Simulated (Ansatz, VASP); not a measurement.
# Cross-check of YSb between VASP and Ansatz, part 2 of 2

Wanted: the spread between two codes on one cell, functional and k mesh. The cell is generated by rule, not measured, and may not be a known phase. The cell is taken from a series of runs on this material, whose earlier steps may have relaxed, scaled, displaced or heated it; both programs get it as it stands.

VASP 6.6.1 and Ansatz 0.2.0.

So far: Set-up; VASP: relaxation of cell and atoms, PBEsol.

The structure was built from a prototype and need not be the compound's stable phase.

## Step 3: Ansatz: relaxation of cell and atoms, PBEsol

Level of this step: Ansatz beside VASP: Kohn-Sham DFT, plane waves, PBEsol (Ansatz).

Ansatz runs on its default PAW (the set named soft_2) files.

The same cell, functional, mesh and smearing now go to Ansatz, which takes its cutoff from its data sets.

input.yaml reads:

```yaml
crystal:
  lattice:
    - [4.2902568423, -2.8661e-06, 0.0]
    - [-2.145125939, 3.7154728472, 0.0]
    - [0.0, 0.0, 7.4077368427]
  atoms:
    - { symbol: "Y", position: [0.0, 0.0, 0.0] }
    - { symbol: "Y", position: [0.0, 0.0, 0.5] }
    - { symbol: Sb, position: [0.3333333333, 0.6666666667, 0.25] }
    - { symbol: Sb, position: [0.6666666667, 0.3333333333, 0.75] }
kpoints:
  mp_grid: { grid: [12, 12, 6] }
hamiltonian:
  xc: pbesol
scf:
  occupations: { method: methfessel_paxton, width: 0.15 }
output:
  forces: true
  stress: true
  eigenvalues: true
relax:
  adjacent_minimum: "off"
  f_tol: 0.001
  max_steps: 60
  cell: { stress_tol: 0.01 }
```

Command:

```bash
$ ansatz run input.yaml --threads 4 --pin off --max-ram 7168MiB --backend cpu --events-out ev --progress --plain --runs-dir out
```

Numbers of over 12 decimals in the logs are rounded to 6 here.

Output:

```text
Engine: ansatz 0.2.0, x86_64-unknown-linux-gnu
Pseudopotentials: kind: paw
Pseudopotential: Y, paw, valence charge 11, recommended cutoff 420 eV (normal), Y.paw.azcp
Pseudopotential: Sb, paw, valence charge 15, recommended cutoff 420 eV (normal), Sb.paw.azcp
Functional definition: PBEsol
  exchange = pbesol_x
  correlation = pbesol_c
Crystal: 4 atoms, lattice volume = 118.082 Å³
Basis set: ecut = 420 eV, 2311 PW (Γ), exchange–correlation on 60×60×100 points (8 copies of the dense FFT grid, shifted against one another)
Bands: 32, of which v1, the nominal top of the filled ones, is band 26 counted from 1 (25 counted from 0)
Symmetry: 24 space group operations
Space group: P63/mmc (ITA 194), of the structure as read, at distance tolerance 4.9e-5 Å
k-points: 76 of 864
Non-local potential: Y, projectors of the file, l = 0: 3, l = 1: 2, l = 2: 2, l = 3: 1
Non-local potential: Sb, projectors of the file, l = 0: 2, l = 1: 2, l = 2: 2, l = 3: 2
PAW form: soft (Blöchl's): semilocal exchange-correlation on the pseudo side does not see the compensation charge
PAW frozen core: Y, regenerated for the run's functional, and the local potential with it (the file was generated under x = pbe(κ = 0.804, μ = 0.219515), c = pbe(β = 0.066725))
PAW frozen core: Sb, regenerated for the run's functional, and the local potential with it (the file was generated under x = pbe(κ = 0.804, μ = 0.219515), c = pbe(β = 0.066725))
PAW one-centre angular grid: Y, 590 points (default); XC on 64 Gauss nodes
PAW one-centre angular grid: Sb, 590 points (default); XC on 64 Gauss nodes
Initial density: superposition of atomic densities (neutral atoms: chi_scale 0, normalization atom), corrected by the library's trained network
Initial wavefunctions: pseudopotential atomic-orbital guess
Functional: x = pbesol(κ = 0.804, μ = 0.123457), c = pbesol(β = 0.046)
SCF iter   1: F=—  HF=-20410.826848 eV  |F-HF|=—  |Δ(HF+E_count)|=         —  Δρ=2.75e-3  dr2=5.18e-3  ethr=1.77e-3  ⟨swp⟩=6.0  Hψ=10372  notcnv=0
preconditioner: auto → Kerker (q_TF=auto, 2.380 Å⁻¹)  [metal: Δε(μ)=0.059 eV  Ē_g=5.929 eV  σ=0.150 eV  W_gap=0.31  n_scr=22 (ndim 8)  ℏωp=13.7 eV  f_vac=0.000  D(μ)=0.54/eV (n_scr^D=2)]
SCF iter   2: F=—  HF=-20410.826378 eV  |F-HF|=—  |Δ(HF+E_count)|=   4.70e-4  S|Δr|=    0.00e0  Δρ=1.46e-3  dr2=1.80e-3  ethr=9.97e-6  ⟨swp⟩=3.1  Hψ=5136  notcnv=0
SCF iter   3: F=—  HF=-20410.826193 eV  |F-HF|=—  |Δ(HF+E_count)|=   1.85e-4  S|Δr|=    0.00e0  Δρ=2.67e-4  dr2=1.12e-4  ethr=3.46e-6  ⟨swp⟩=3.0  Hψ=4287  notcnv=0
SCF iter   4: F=—  HF=-20410.826187 eV  |F-HF|=—  |Δ(HF+E_count)|=   5.67e-6  S|Δr|=    0.00e0  Δρ=4.92e-5  dr2=5.34e-6  ethr=2.16e-7  ⟨swp⟩=2.0  Hψ=2975  notcnv=0
SCF iter   5: F=—  HF=-20410.826185 eV  |F-HF|=—  |Δ(HF+E_count)|=   1.97e-6  S|Δr|=    0.00e0  Δρ=2.09e-5  dr2=8.39e-7  ethr=1.03e-8  ⟨swp⟩=2.9  Hψ=4234  notcnv=0
SCF iter   6: F=—  HF=-20410.826185 eV  |F-HF|=—  |Δ(HF+E_count)|=   1.87e-7  S|Δr|=    0.00e0  Δρ=7.92e-6  dr2=1.50e-7  ethr=1.61e-9  ⟨swp⟩=2.0  Hψ=4147  notcnv=0
SCF iter   7: F=-20410.826185 eV  HF=-20410.826185 eV  |F-HF|=6.88e-10  |Δ(HF+E_count)|=   6.89e-9  S|Δr|=    0.00e0  Δρ=1.59e-6  dr2=3.57e-9  ethr=1.92e-10  ⟨swp⟩=8.1  Hψ=8999  notcnv=0
SCF 1 converged in 7 iterations: F = -20410.826185 eV  dr2 = 3.57e-9
  greatest PAW one-centre occupation: 0.996 electrons in one spin orbital (limit 2), on the Sb atom at site 3 (counted from 0), in its partial waves of l = 2
relax step   1: F+E_penalty+E_count = -20410.82618504 eV  Δ(F+E_penalty+E_count) = +0.000e0 eV  max|allowed force component| = 2.660e-17 eV/Å  Δτ_max = 0.0000 Å  P = +0.012 GPa  Ω = 118.082 Å³  (7 SCF iters, dr2 threshold 1.00e-7 eV, accepted)
[...]
relax step   2: F+E_penalty+E_count = -20410.82618049 eV  Δ(F+E_penalty+E_count) = +4.548e-6 eV  max|allowed force component| = 1.850e-17 eV/Å  Δτ_max = 0.0000 Å  P = -0.011 GPa  Ω = 118.124 Å³  energy of the carried Pulay correction = -4.665e-6 eV  (5 SCF iters, dr2 threshold 6.13e-10 eV, accepted)
[...]
relax step   3: F+E_penalty+E_count = -20410.82618351 eV  Δ(F+E_penalty+E_count) = -3.025e-6 eV  max|allowed force component| = 6.014e-17 eV/Å  Δτ_max = 0.0000 Å  P = +0.000 GPa  Ω = 118.103 Å³  energy of the carried Pulay correction = -2.387e-6 eV  (5 SCF iters, dr2 threshold 4.92e-10 eV, accepted)
[...]
relax step   4: F+E_penalty+E_count = -20410.82618563 eV  Δ(F+E_penalty+E_count) = -2.111e-6 eV  max|allowed force component| = 7.980e-17 eV/Å  Δτ_max = 0.0000 Å  P = -0.000 GPa  Ω = 118.103 Å³  stress off target by 1.19e-4 GPa  SCF on the basis re-selected at this cell (its energy is not comparable with the rows above)  (5 SCF iters)
basis re-selected at this cell: Δ(F+E_penalty+E_count) = -2.111e-6 eV, ΔP = -0.000 GPa vs the last step (what re-selecting the basis moved, of the pressure what is left beyond the Pulay correction that the steps carried, after the strain that the cell walked since its last selection, with what the two solves' SCF thresholds leave and, on support functions, any second-order correction that the steps lacked; it is no m [...]
SCF converged after 5 iterations
Stability not checked: this state was not tested for a lower state beside it, because cold or Methfessel-Paxton smearing, or corrected tetrahedra, fill the levels in a way that the test cannot read (fill_not_monotonic; see scf.lower_state_search)
Free energy (F): -20410.826186 eV
Harris-Foulkes:  -20410.826186 eV  (|F-HF|=0.00e0)
Internal energy: -20410.826808 eV  (E = F + TS)
E sigma→0 (E₀):  -20410.826341 eV
Entropy (-TS):   0.000622 eV (0.156 meV/atom)
Fermi energy:    9.901225 eV
--- Per-component energies (eV) ---
  E_band       = -544.229982
  E_kinetic    = 1028.718741
  E_local      = -4453.721811  (includes V_loc(G=0)·N_el)
  E_nonlocal   = 833.064866
  E_hartree    = 1872.165396
  E_xc         = -620.723345
  E_vxc        = -592.831128  (∫ρ·V_xc dr)
  E_paw        = -14549.610711  (= ΣΔE_a)
  E_vpaw       = -1103.791418  (= ΣTr[D̂ρ^β])
  E_aug_tail   = 0.000001  (compensation charges beyond the density's cutoff)
  E_ewald      = -4521.681205
  E_core_change = 0.961260  (= ΣΔE_core)
  E_smearing   = 0.000622  (= −TS)
  E_closure    = 0.000000  (closes the sum)
  Σ components = -20410.826186   (vs F -20410.826186, Δ=0.00e0)
--- Forces (eV/Å), atoms counted from 1 ---
  atom   1  Y      0.00000000    -0.00000000     0.00000000
  atom   2  Y     -0.00000000     0.00000000     0.00000000
  atom   3  Sb     0.00000000     0.00000000     0.00000000
  atom   4  Sb    -0.00000000    -0.00000000    -0.00000000
  max |Σ_I F_I| component: 1.39e-17 eV/Å
--- Stress (GPa, compression-positive) ---
        0.000047      -0.000000       0.000000
       -0.000000       0.000047       0.000000
        0.000000       0.000000      -0.000119
  P = ⅓ Tr σ = -0.0000 GPa (-0.000 kbar)
--- Band table (eV; the first three rows and the last of 76) ---
  k-point 0: bands = [... 22 lower, 8.3641, 9.7486, 10.3616, 10.8371, 10.8371, 11.2382, 11.2382, 11.3517, ... 2 higher]
  k-point 1: bands = [... 22 lower, 8.4459, 9.2689, 10.2828, 10.2828, 10.5880, 11.3091, 11.3091, 11.8840, ... 2 higher]
  k-point 2: bands = [... 22 lower, 8.6892, 8.6892, 9.6271, 9.6271, 11.0511, 11.5138, 11.5138, 12.0998, ... 2 higher]
  k-point 75: bands = [... 22 lower, 7.3758, 7.3758, 8.1476, 8.1476, 11.3269, 11.3269, 12.3695, 12.3695, ... 2 higher]
--- Relaxed structure (3 steps of the walk, 3 accepted, 1 SCFs on fresh bases) ---
  F+E_penalty+E_count = -20410.82618563 eV   max|allowed force component| = 7.980e-17 eV/Å   (the final SCF, on the basis selected at the relaxed cell)
  cell:  # Å, volume = 118.1032 Å³
    - [4.290456, -2.86625281417156e-6, 0]
    - [-2.145225, 3.715645, 0]
    - [0, 0, 7.408394]
  atoms:
    - { symbol: Y, position: [0, 0, 0] }
    - { symbol: Y, position: [0, 0, 0.5] }
    - { symbol: Sb, position: [0.333333, 0.666667, 0.25] }
    - { symbol: Sb, position: [0.666667, 0.333333, 0.750000] }
```

## Step 4: Side by side

Known differences besides the potentials themselves: the data sets hold 52 valence electrons in Ansatz (on its default PAW (the set named soft_2) files) and 32 in VASP; the cutoff is 420 eV in Ansatz and 500 eV in VASP; Ansatz makes its cores anew for this functional, VASP keeps those of its PBE data sets; Ansatz adds a Pulay correction to the stress that steers its cell, VASP none. Total energies have different zeros and are not compared.

Both answers:

| quantity | Ansatz | VASP | difference |
| --- | --- | --- | --- |
| volume (Å³) | 118.10 | 118.25 | -0.12 % |
| edge a after relaxation, in the typed setting (Å) | 4.290 | 4.292 | -0.04 % |
| edge c after relaxation, in the typed setting (Å) | 7.408 | 7.411 | -0.04 % |

## Step 5: Outcome

```
difference in volume (relaxation of cell and atoms, PBEsol) : -0.12 %
```

What this shows: The difference in volume is -0.12 % (relaxation of cell and atoms, PBEsol), within the 1.2 % picked in this series as the mark of a large difference, as far as the stopping tolerances let one tell. The data sets hold unlike numbers of valence electrons (52 in Ansatz and 32 in VASP), so part of the differences comes from the potentials. 1 further run of this series is not shown here. How closely two codes agree says nothing of how well the functional describes the real material.

[Lines on the potential files, build, host, timing and source positions are cut from VASP's logs without a mark.]

[Logs are printed without paths, hosts, clocks, repeated set-up lines and the standing remarks that a program may print on its own settings, such as how far it seeks lower states.]

[Hosts, paths, dates, database ids (printed as entryN), source tags and the programs' standing remarks are cut or masked in the printed files.]
